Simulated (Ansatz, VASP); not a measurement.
# K: VASP beside Ansatz

One calculation is typed for both programs; each brings its own data sets. How far apart do they land? The cell is taken from a series of runs on this material, whose earlier steps may have relaxed, scaled, displaced or heated it; both programs get it as it stands.

Method: plane waves, with VASP 6.6.1 beside it; LDA, in Ansatz 0.2.0.

## (1) The starting structure

The cell holds 3 atoms: 3 K. Its edges and angles: a = 4.358 Å, b = 4.358 Å, c = 38.649 Å, α = 90.0°, β = 90.0°, γ = 64.6°. It derives from K. Vacuum lies along c.

As a file:

```cif
data_structure
_symmetry_space_group_name_H-M 'P 1'
_symmetry_Int_Tables_number 1
_cell_length_a 4.3575
_cell_length_b 4.3575
_cell_length_c 38.6493
_cell_angle_alpha 90.000
_cell_angle_beta 90.000
_cell_angle_gamma 64.618
_cell_volume 663.03
loop_
_atom_site_label
_atom_site_type_symbol
_atom_site_fract_x
_atom_site_fract_y
_atom_site_fract_z
_atom_site_occupancy
K1 K 0.00000 0.00000 0.16925 1
K2 K 0.50000 0.50000 0.26423 1
K3 K 0.00000 0.00000 0.35921 1
```

## (2) Ansatz: zone-centre phonons, LDA

Ansatz runs on its PAW soft_1 files.

Second derivatives magnify differences that forces hide, and they need a tight electronic threshold.

The input, input.yaml:

```yaml
crystal:
  lattice:
    - [2.3290284513, 3.6828678671, 0.0]
    - [-2.3290284513, 3.6828678671, 0.0]
    - [0.0, 0.0, 38.6492706294]
  atoms:
    - { symbol: K, position: [0.0, 0.0, 0.1692458208] }
    - { symbol: K, position: [0.5, 0.5, 0.2642303421] }
    - { symbol: K, position: [0.0, 0.0, 0.3592148634] }
  periodic: [true, true, false]
kpoints:
  mp_grid: { grid: [12, 12, 1] }
hamiltonian:
  xc: lda
  pseudopotentials: { kind: paw, azcp: { folder: soft_1 }, xc_functional: pbe }
scf:
  occupations: { method: methfessel_paxton, width: 0.2 }
output:
  eigenvalues: true
phonons:
  method: dfpt
```

Command:

```sh
$ ansatz run input.yaml --threads 4 --pin off --max-ram 16384MiB --backend cpu --events-out ev --progress --plain --runs-dir out
```

Numbers of over 12 decimals in the logs are rounded to 6 here.

The log of the run:

```text
Warning: crystal.symmetry: narrowed to the stabiliser of the run's FFT grids — unitary ops 8 → 4. A phonons.method: dfpt run fills in the rows of the dynamical matrix that it does not solve by its symmetry operations, which is exact only for operations that map its FFT grids onto themselves: filled in by any other, the frequencies could depend on the order in which like atoms are typed, or, by more than the grids' own error, on where the crystal sits among the grids' points. Excluded: 4 operations. The run can therefore solve more perturbations, solve them on more k-points, or both, and cost more. [rest of the remark cut]
Engine: ansatz 0.2.0, aarch64-unknown-linux-gnu
Pseudopotentials: kind: paw
Pseudopotential: K, paw, valence charge 9, recommended cutoff 420 eV (normal), soft_1/K.paw.azcp
Functional definition: SPW92
  exchange = slater_x
  correlation = pw_c
Crystal: 3 atoms, lattice volume = 663.029 Å³
Basis set: ecut = 420 eV, 12967 PW (Γ), exchange–correlation on 60×60×540 points (8 copies of the dense FFT grid, shifted against one another)
Bands: 18, of which v1, the nominal top of the filled ones, is band 14 counted from 1 (13 counted from 0)
Symmetry: 8 space group operations
k-points: 43 of 144 (irreducible under 4 space group operations)
Non-local potential: K, projectors of the file, l = 0: 3, l = 1: 2, l = 2: 2
PAW form: soft (Blöchl's): semilocal exchange-correlation on the pseudo side does not see the compensation charge
PAW frozen core: K, regenerated for the run's functional, and the local potential with it (the file was generated under x = pbe(κ = 0.804, μ = 0.219515), c = pbe(β = 0.066725))
PAW one-centre angular grid: K, 110 points (default); XC on 64 Gauss nodes
Initial density: superposition of atomic densities (neutral atoms: chi_scale 0, normalization atom)
Initial wavefunctions: pseudopotential atomic-orbital guess
Functional: x = slater, c = lda
SCF iter   1: F=—  HF=-4488.625137 eV  |F-HF|=—  |Δ(HF+E_count)|=         —  Δρ=3.35e-3  dr2=9.27e-1  ethr=3.10e-3  ⟨swp⟩=13.1  Hψ=6422  notcnv=0
preconditioner: auto → LDOS  [metal: Δε(μ)=0.067 eV  Ē_g=2.271 eV  σ=0.200 eV  W_gap=0.28  n_scr=22 (ndim 8)  ℏωp=2.5 eV  f_vac=0.649  D(μ)=2.26/eV (n_scr^D=8)  β→1.0]
SCF iter   2: F=—  HF=-4488.475191 eV  |F-HF|=—  |Δ(HF+E_count)|=   1.50e-1  S|Δr|=    0.00e0  Δρ=2.14e-3  dr2=3.79e-2  ethr=3.10e-3  ⟨swp⟩=3.3  Hψ=1709  notcnv=0
SCF iter   3: F=—  HF=-4488.468779 eV  |F-HF|=—  |Δ(HF+E_count)|=   6.41e-3  S|Δr|=    0.00e0  Δρ=1.20e-3  dr2=1.98e-2  ethr=1.40e-4  ⟨swp⟩=2.0  Hψ=1357  notcnv=0
SCF iter   4: F=—  HF=-4488.464980 eV  |F-HF|=—  |Δ(HF+E_count)|=   3.80e-3  S|Δr|=    0.00e0  Δρ=3.93e-4  dr2=2.33e-3  ethr=7.35e-5  ⟨swp⟩=2.7  Hψ=1117  notcnv=0
SCF iter   5: F=—  HF=-4488.464487 eV  |F-HF|=—  |Δ(HF+E_count)|=   4.93e-4  S|Δr|=    0.00e0  Δρ=1.02e-4  dr2=2.11e-4  ethr=8.63e-6  ⟨swp⟩=2.3  Hψ=1388  notcnv=0
SCF iter   6: F=—  HF=-4488.464457 eV  |F-HF|=—  |Δ(HF+E_count)|=   2.96e-5  S|Δr|=    0.00e0  Δρ=1.45e-5  dr2=4.12e-6  ethr=7.82e-7  ⟨swp⟩=2.4  Hψ=1195  notcnv=0
SCF iter   7: F=—  HF=-4488.464456 eV  |F-HF|=—  |Δ(HF+E_count)|=   1.27e-6  S|Δr|=    0.00e0  Δρ=2.22e-6  dr2=2.32e-7  ethr=1.53e-8  ⟨swp⟩=2.2  Hψ=1258  notcnv=0
SCF iter   8: F=—  HF=-4488.464558 eV  |F-HF|=—  |Δ(HF+E_count)|=   1.02e-4  S|Δr|=    0.00e0  Δρ=6.67e-7  dr2=5.62e-9  ethr=8.59e-10  ⟨swp⟩=2.1  Hψ=947  notcnv=0
SCF iter   9: F=—  HF=-4488.464558 eV  |F-HF|=—  |Δ(HF+E_count)|=   3.88e-9  S|Δr|=    0.00e0  Δρ=1.80e-7  dr2=3.79e-10  ethr=2.08e-11  ⟨swp⟩=2.3  Hψ=1408  notcnv=0
SCF iter  10: F=—  HF=-4488.464558 eV  |F-HF|=—  |Δ(HF+E_count)|=  2.64e-10  S|Δr|=    0.00e0  Δρ=7.56e-8  dr2=4.28e-11  ethr=1.40e-12  ⟨swp⟩=2.1  Hψ=1287  notcnv=0
SCF iter  11: F=-4488.464558 eV  HF=-4488.464558 eV  |F-HF|=5.46e-11  |Δ(HF+E_count)|=  1.64e-11  S|Δr|=    0.00e0  Δρ=2.16e-8  dr2=8.24e-12  ethr=1.00e-12  ⟨swp⟩=10.7  Hψ=4940  notcnv=0
SCF 1 converged in 11 iterations: F = -4488.464558 eV  dr2 = 8.24e-12
  greatest PAW one-centre occupation: 0.986 electrons in one spin orbital (limit 2), on the K atom at site 2 (counted from 0), in its partial waves of l = 0
DFPT response loops at Γ: preconditioner auto → none (partly filled bands, converged f_vac=0.662); β = 0.50; Broyden in place of MSR1
SCF converged after 11 iterations
Stability not checked: this state was not tested for a lower state beside it, because cold or Methfessel-Paxton smearing, or corrected tetrahedra, fill the levels in a way that the test cannot read (fill_not_monotonic; see scf.lower_state_search)
Free energy (F): -4488.464558 eV
Harris-Foulkes:  -4488.464558 eV  (|F-HF|=5.46e-11)
Internal energy: -4488.459789 eV  (E = F + TS)
E sigma→0 (E₀):  -4488.463366 eV
Entropy (-TS):   -0.004770 eV (-1.590 meV/atom)
Fermi energy:    -2.597958 eV
--- Per-component energies (eV) ---
  E_band       = -544.094886
  E_kinetic    = 757.229360
  E_local      = -25854.576904  (includes V_loc(G=0)·N_el)
  E_nonlocal   = 47.833540
  E_hartree    = 12542.101506
  E_xc         = -394.532895
  E_vxc        = -485.357543  (∫ρ·V_xc dr)
  E_paw        = -2229.115294  (= ΣΔE_a)
  E_vpaw       = -93.426046  (= ΣTr[D̂ρ^β])
  E_aug_tail   = -0.000012  (compensation charges beyond the density's cutoff)
  E_ewald      = 10641.828410
  E_core_change = 0.772501  (= ΣΔE_core)
  E_smearing   = -0.004770  (= −TS)
  E_closure    = 0.000000  (closes the sum)
  Σ components = -4488.464558   (vs F -4488.464558, Δ=0.00e0)
--- Band table (eV; the first three rows and the last of 43) ---
  k-point 0: bands = [... 10 lower, -18.0019, -17.9834, -4.7694, -4.1582, -3.2118, -1.9858, -1.2941, -0.4714]
  k-point 1: bands = [... 10 lower, -18.0060, -17.9865, -4.6900, -4.0806, -3.1353, -1.9407, -1.2322, -0.4207]
  k-point 2: bands = [... 10 lower, -18.0199, -17.9920, -4.4556, -3.8522, -2.9111, -1.8065, -1.0527, -0.2739]
  k-point 42: bands = [... 10 lower, -18.0347, -18.0207, -2.1374, -1.8773, -1.5753, -1.5463, -0.9798, -0.7634]
--- Phonons (Γ-DFPT): 9 representative perturbations + reference, on 43 of 144 k-points (Σ response iterations 50) ---
  ASR residual: 5.601e-5 → 0.000e0 eV/Å²; symmetrization residual: 6.198e-6 eV/Å²
  The last average, over the group as it would stand without the narrowing to the FFT grids, took up to 1.525e-6 eV/Å² of the zone centre's force constants
  ASR residual per site (eV/Å²): 3.54e-5 5.60e-5 4.05e-5
  Γ frequencies (cm⁻¹): -14.34 -8.13 0.00 0.00 0.00 24.67 42.29 42.83 74.37
  non-analytic LO–TO correction: not included (Born effective charges unavailable; polar crystals: no LO–TO splitting at Γ)
```

In the SCF lines HF is the Harris–Foulkes energy and dr2 the Hartree energy of the density residual, in eV; the loop may stop once dr2 is under the threshold and the program's other checks hold. Hψ counts applications of the Hamiltonian.

(Part 1 of 2 ends here.)

[Lines on the potential files, build, host, timing and source positions are cut from VASP's logs without a mark.]

[Logs are printed without paths, hosts, clocks, repeated set-up lines and the standing remarks that a program may print on its own settings, such as how far it seeks lower states.]

[Hosts, paths, dates, database ids (printed as entryN), source tags and the programs' standing remarks are cut or masked in the printed files.]
